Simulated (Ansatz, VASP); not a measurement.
**Cross-check of Mo16S (S/Mo(110)) between VASP and Ansatz**

Wanted: the spread between two codes on one cell, functional and k mesh. Of the first pair: The structure shown is the start of the Ansatz relaxation below; VASP solves that cell, so the two are compared at the walk's first step.

Method: plane waves, with VASP 6.6.1 beside it; PBEsol, in Ansatz 0.2.0.

**1. The structure**

The cell holds 17 atoms: 16 Mo and 1 S. Cell: a = 5.456 Å, b = 5.456 Å, c = 26.752 Å, α = 90.0°, β = 90.0°, γ = 70.5°. Vacuum lies along c.

**2. Ansatz: relaxation, PBEsol**

Ansatz runs on its default PAW (the set named soft_2) files.

The two programs are compared at the cell with which this relaxation starts, whose forces are those of its first step.

Input file input.yaml:

```yaml
crystal:
  lattice:
    - [4.4547727214, -3.15, 0.0]
    - [4.4547727214, 3.15, 0.0]
    - [0.0, 0.0, 26.7520369145]
  atoms:
    - { symbol: Mo, position: [0.0, 0.0, 0.3364229808] }
    - { symbol: Mo, position: [0.25, 0.25, 0.4196834206] }
    - { symbol: Mo, position: [0.0, 0.0, 0.5021591936] }
    - { symbol: Mo, position: [0.25, 0.25, 0.5807051095] }
    - { symbol: Mo, position: [0.0, 0.5, 0.3364229808] }
    - { symbol: Mo, position: [0.25, 0.75, 0.4196834206] }
    - { symbol: Mo, position: [0.0, 0.5, 0.5021591936] }
    - { symbol: Mo, position: [0.25, 0.75, 0.5807051095] }
    - { symbol: Mo, position: [0.5, 0.0, 0.3364229808] }
    - { symbol: Mo, position: [0.75, 0.25, 0.4196834206] }
    - { symbol: Mo, position: [0.5, 0.0, 0.5021591936] }
    - { symbol: Mo, position: [0.75, 0.25, 0.5807051095] }
    - { symbol: Mo, position: [0.5, 0.5, 0.3364229808] }
    - { symbol: Mo, position: [0.75, 0.75, 0.4196834206] }
    - { symbol: Mo, position: [0.5, 0.5, 0.5021591936] }
    - { symbol: Mo, position: [0.75, 0.75, 0.5807051095] }
    - { symbol: S, position: [0.0, 0.0, 0.6635770192] }
kpoints:
  mp_grid: { grid: [6, 6, 1] }
hamiltonian:
  xc: pbesol
scf:
  occupations: { method: fermi_dirac, width: 0.1 }
  convergence: { dr2_threshold: 1.0e-08 }
efield:
  axis: 3
  dipole_correction: true
  ramp_position: 0.97
  ramp_width: 0.06
relax:
  f_tol: 0.02
  max_steps: 60
  constraints: [{ sites: [0, 1, 4, 5, 8, 9, 12, 13] }]
output:
  bader: true
  dos: { projected: true, e_range: [-8, 4] }
  write_potential: true
  write_density: true
  volumetric_format: npy
  elf: true
```

The run is started by

```sh
> ansatz run input.yaml --threads 4 --pin off --max-ram 6144MiB --backend cpu --events-out ev --progress --plain --runs-dir out
```

Numbers of over 12 decimals in the logs are rounded to 6 here.

Log:

```text
Engine: ansatz 0.2.0, aarch64-unknown-linux-gnu
Pseudopotentials: kind: paw
Pseudopotential: Mo, paw, valence charge 14, recommended cutoff 420 eV (normal), Mo.paw.azcp
Pseudopotential: S, paw, valence charge 6, recommended cutoff 420 eV (normal), S.paw.azcp
Functional definition: PBEsol
  exchange = pbesol_x
  correlation = pbesol_c
Crystal: 17 atoms, lattice volume = 750.798 Å³
Basis set: ecut = 420 eV, 14689 PW (Γ), exchange–correlation on 80×80×360 points (8 copies of the dense FFT grid, shifted against one another)
Bands: 138, of which v1, the nominal top of the filled ones, is band 115 counted from 1 (114 counted from 0)
Symmetry: 4 space group operations
Space group: Cmm2 (ITA 35), of the structure as read, at distance tolerance 9.1e-5 Å
k-points: 13 of 36
Non-local potential: Mo, projectors of the file, l = 0: 3, l = 1: 2, l = 2: 2, l = 3: 1
Non-local potential: S, projectors of the file, l = 0: 2, l = 1: 2, l = 2: 2
PAW form: soft (Blöchl's): semilocal exchange-correlation on the pseudo side does not see the compensation charge
PAW frozen core: Mo, regenerated for the run's functional, and the local potential with it (the file was generated under x = pbe(κ = 0.804, μ = 0.219515), c = pbe(β = 0.066725))
PAW frozen core: S, regenerated for the run's functional, and the local potential with it (the file was generated under x = pbe(κ = 0.804, μ = 0.219515), c = pbe(β = 0.066725))
PAW one-centre angular grid: Mo, 590 points (default); XC on 64 Gauss nodes
PAW one-centre angular grid: S, 110 points (default); XC on 64 Gauss nodes
Initial density: superposition of atomic densities (neutral atoms: chi_scale 0, normalization atom), corrected by the library's trained network
Initial wavefunctions: pseudopotential atomic-orbital guess
Functional: x = pbesol(κ = 0.804, μ = 0.123457), c = pbesol(β = 0.046)
SCF iter   1: F=—  HF=-79235.567678 eV  |F-HF|=—  |Δ(HF+E_count)|=         —  Δρ=4.51e-3  dr2=5.57e-1  ethr=1.77e-3  p=-0.062 e·Å  D=-1.50e-2 V/Å  ΔV_dip=0.40 eV  dr2_dipole=7.04e-2  V_vac-E_F(+/−)=5.30/4.89 eV  ⟨swp⟩=9.2  Hψ=9077  notcnv=0
efield: sawtooth ramp at fractional position 0.9700 (set: `efield.ramp_position`, or a place that a band, a saddle search or an elastic batch's reference lends), width 0.0600; the density the first Hamiltonian is built on has a dipole p = -0.062 e·Å; the dipole correction subtracts the counter field D = -1.50e-2 V/Å, which shifts the + side's vacuum level by +0.40 eV against the − side's; the planar-averaged density in the ramp window peaks in size at 1.9e-5 e/Å³
preconditioner: auto → LDOS  [metal: Δε(μ)=0.013 eV  Ē_g=4.081 eV  σ=0.100 eV  W_gap=0.03  n_scr=126 (ndim 8)  ℏωp=13.7 eV  f_vac=0.576  D(μ)=12.73/eV (n_scr^D=76)  β→1.0]
SCF iter   2: F=—  HF=-79235.554555 eV  |F-HF|=—  |Δ(HF+E_count)|=   1.31e-2  Δρ=2.55e-3  dr2=1.30e-1  ethr=2.42e-4  p=-0.117 e·Å  D=-2.81e-2 V/Å  ΔV_dip=0.75 eV  dr2_dipole=1.30e-3  V_vac-E_F(+/−)=5.53/4.78 eV  ⟨swp⟩=2.0  Hψ=2987  notcnv=0
SCF iter   3: F=—  HF=-79235.536336 eV  |F-HF|=—  |Δ(HF+E_count)|=   1.82e-2  Δρ=5.90e-4  dr2=9.45e-3  ethr=5.64e-5  p=-0.112 e·Å  D=-2.71e-2 V/Å  ΔV_dip=0.73 eV  dr2_dipole=1.67e-4  V_vac-E_F(+/−)=5.52/4.80 eV  ⟨swp⟩=2.5  Hψ=3030  notcnv=0
SCF iter   4: F=—  HF=-79235.535366 eV  |F-HF|=—  |Δ(HF+E_count)|=   9.70e-4  Δρ=1.60e-4  dr2=6.70e-4  ethr=4.11e-6  p=-0.117 e·Å  D=-2.82e-2 V/Å  ΔV_dip=0.75 eV  dr2_dipole=6.57e-5  V_vac-E_F(+/−)=5.53/4.78 eV  ⟨swp⟩=2.6  Hψ=2867  notcnv=0
SCF iter   5: F=—  HF=-79235.535385 eV  |F-HF|=—  |Δ(HF+E_count)|=   1.90e-5  Δρ=4.70e-5  dr2=2.65e-5  ethr=2.91e-7  p=-0.119 e·Å  D=-2.86e-2 V/Å  ΔV_dip=0.76 eV  dr2_dipole=1.54e-6  V_vac-E_F(+/−)=5.54/4.77 eV  ⟨swp⟩=2.7  Hψ=2956  notcnv=0
SCF iter   6: F=—  HF=-79235.535222 eV  |F-HF|=—  |Δ(HF+E_count)|=   1.63e-4  Δρ=1.97e-5  dr2=4.98e-6  ethr=1.15e-8  p=-0.119 e·Å  D=-2.87e-2 V/Å  ΔV_dip=0.77 eV  dr2_dipole=6.34e-8  V_vac-E_F(+/−)=5.54/4.77 eV  ⟨swp⟩=3.2  Hψ=3554  notcnv=0
SCF iter   7: F=—  HF=-79235.535442 eV  |F-HF|=—  |Δ(HF+E_count)|=   2.19e-4  Δρ=7.51e-6  dr2=1.09e-6  ethr=2.17e-9  p=-0.120 e·Å  D=-2.88e-2 V/Å  ΔV_dip=0.77 eV  dr2_dipole=3.32e-8  V_vac-E_F(+/−)=5.54/4.77 eV  ⟨swp⟩=2.5  Hψ=3007  notcnv=0
SCF iter   8: F=—  HF=-79235.535442 eV  |F-HF|=—  |Δ(HF+E_count)|=   1.15e-7  Δρ=3.03e-6  dr2=1.47e-7  ethr=4.73e-10  p=-0.120 e·Å  D=-2.88e-2 V/Å  ΔV_dip=0.77 eV  dr2_dipole=2.09e-8  V_vac-E_F(+/−)=5.54/4.77 eV  ⟨swp⟩=2.2  Hψ=2580  notcnv=0
SCF iter   9: F=—  HF=-79235.535442 eV  |F-HF|=—  |Δ(HF+E_count)|=   1.35e-7  Δρ=1.71e-6  dr2=4.83e-8  ethr=6.41e-11  p=-0.120 e·Å  D=-2.89e-2 V/Å  ΔV_dip=0.77 eV  dr2_dipole=2.34e-9  V_vac-E_F(+/−)=5.54/4.76 eV  ⟨swp⟩=3.2  Hψ=3413  notcnv=0
[...]
E_xc         = -3002.006874
  E_vxc        = -3726.146921  (∫ρ·V_xc dr)
  E_paw        = -50886.213035  (= ΣΔE_a)
  E_vpaw       = -2328.837727  (= ΣTr[D̂ρ^β])
  E_aug_tail   = 0.000617  (compensation charges beyond the density's cutoff)
  E_efield     = 0.000005  (sawtooth field / dipole correction)
  E_vefield    = -0.335795  (∫n·V_field dr)
  E_ewald      = 144691.608206
  E_core_change = 3.410739  (= ΣΔE_core)
  E_smearing   = -0.433227  (= −TS)
  E_closure    = -0.000000  (closes the sum)
  Σ components = -79236.815114   (vs F -79236.815114, Δ=0.00e0)
--- Forces (eV/Å), atoms counted from 1 ---
  atom   1  Mo     0.00000000     0.00000000     0.69417673
  atom   2  Mo    -0.11280510     0.00000000    -0.99689924
  atom   3  Mo     0.00000000     0.00000000     0.01104185
  atom   4  Mo     0.01130030     0.00000000    -0.00276617
  atom   5  Mo     0.00000000     0.00000000     0.93020028
  atom   6  Mo     0.00000000    -0.02739257    -0.64556348
  atom   7  Mo     0.00000000     0.00000000    -0.00375291
  atom   8  Mo     0.00000000    -0.00699734     0.00050122
  atom   9  Mo     0.00000000    -0.00000000     0.93020028
  atom  10  Mo     0.00000000     0.02739257    -0.64556348
  atom  11  Mo     0.00000000     0.00000000    -0.00375291
  atom  12  Mo     0.00000000     0.00699734     0.00050122
  atom  13  Mo     0.00000000     0.00000000     0.73011548
  atom  14  Mo     0.11280510     0.00000000    -0.99689924
  atom  15  Mo     0.00000000     0.00000000    -0.00204368
  atom  16  Mo    -0.01130030     0.00000000    -0.00276617
  atom  17  S      0.00000000     0.00000000     0.00326120
  max |Σ_I F_I| component: 9.04e-6 eV/Å
--- Band table (eV; the first three rows and the last of 13) ---
  k-point 0: bands = [... 111 lower, 4.5408, 4.8779, 4.9617, 5.0061, 5.0939, 5.1993, 5.2798, 5.3694, ... 19 higher]
  k-point 1: bands = [... 111 lower, 4.3857, 4.5844, 4.6751, 4.7659, 4.9244, 4.9708, 5.0530, 5.0697, ... 19 higher]
  k-point 2: bands = [... 111 lower, 3.6615, 3.7999, 3.8765, 4.2248, 4.3690, 4.5768, 4.7249, 4.8314, ... 19 higher]
  k-point 12: bands = [... 111 lower, 3.2803, 3.3434, 3.4288, 3.4345, 3.4427, 3.5177, 3.6161, 3.9686, ... 19 higher]
--- Relaxed structure (6 steps of the walk, 6 accepted, 0 SCFs on fresh bases) ---
  F+E_penalty+E_count = -79236.81511386 eV   max|allowed force component| = 1.130e-2 eV/Å
  atoms:
    - { symbol: Mo, position: [0.0, 0.0, 0.3364229808] }
    - { symbol: Mo, position: [0.25, 0.25, 0.4196834206] }
    - { symbol: Mo, position: [0.0, 0.0, 0.501746] }
    - { symbol: Mo, position: [0.248257, 0.248257, 0.582870] }
    - { symbol: Mo, position: [0.0, 0.5, 0.3364229808] }
    - { symbol: Mo, position: [0.25, 0.75, 0.4196834206] }
    - { symbol: Mo, position: [0.0, 0.5, 0.503380] }
    - { symbol: Mo, position: [0.264558, 0.735442, 0.581352] }
    - { symbol: Mo, position: [0.5, 0.0, 0.3364229808] }
    - { symbol: Mo, position: [0.75, 0.25, 0.4196834206] }
    - { symbol: Mo, position: [0.5, 0.0, 0.503380] }
    - { symbol: Mo, position: [0.735442, 0.264558, 0.581352] }
    - { symbol: Mo, position: [0.5, 0.5, 0.3364229808] }
    - { symbol: Mo, position: [0.75, 0.75, 0.4196834206] }
    - { symbol: Mo, position: [0.5, 0.5, 0.499778] }
    - { symbol: Mo, position: [0.751743, 0.751743, 0.582870] }
    - { symbol: S, position: [0.0, 0.0, 0.643760] }
--- Bader charges: 17 sites ---
  site symbol  charge [e]  shift [e]
     0     Mo     -0.0617     0.0000
     1     Mo      0.0497     0.0000
     2     Mo      0.0597     0.0000
     3     Mo      0.1352     0.0000
     4     Mo     -0.0495     0.0000
     5     Mo      0.0462     0.0000
     6     Mo      0.0778     0.0000
     7     Mo      0.1762     0.0005
     8     Mo     -0.0495     0.0000
     9     Mo      0.0462     0.0000
    10     Mo      0.0778     0.0000
    11     Mo      0.1762     0.0005
    12     Mo     -0.0537     0.0000
    13     Mo      0.0497     0.0000
    14     Mo      0.0052     0.0001
    15     Mo      0.1352     0.0000
    16      S     -0.8206     0.0011
  estimated error of the sums over rays = 8.4e-4 e
```

(Continued in part 2 of 3.)

[Lines on the potential files, build, host, timing and source positions are cut from VASP's logs without a mark.]

[Logs are printed without paths, hosts, clocks, repeated set-up lines and the standing remarks that a program may print on its own settings, such as how far it seeks lower states.]

[Hosts, paths, dates, database ids (printed as entryN), source tags and the programs' standing remarks are cut or masked in the printed files.]
